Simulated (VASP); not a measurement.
Shape and ions are relaxed at each volume.

Energy against volume of Co (hcp). Level of theory: r2SCAN+rVV10, VASP's PBE PAW potentials (set 64) (plane waves; VASP 6.6.1).

```tsv
V (Å³/atom)	E (eV/atom)
9.849	-12.97459
10.164	-13.00008
10.478	-13.00843
10.792	-13.00292
11.107	-12.98617
```

**Question.** Fit a third-order Birch-Murnaghan equation of state.

**Answer.** 
```
Quantity                                          Value
---------------------------------------  --------------
volume per atom                          10.50 Å^3/atom
bulk modulus                                    232 GPa
pressure derivative of the bulk modulus            6.06
```

Measured: bulk modulus 193 GPa at 0 K (computed value off by +20.3 %), as given by Vázquez-Parga, Fernández-Martínez, Viñes, J. Chem. Theory Comput. (2023), doi:10.1021/acs.jctc.3c00612, Supporting … [zero-point energy and finite temperature contributions removed].

The compound is Co in the hcp structure. It was relaxed first, which changed the volume by -5 %.
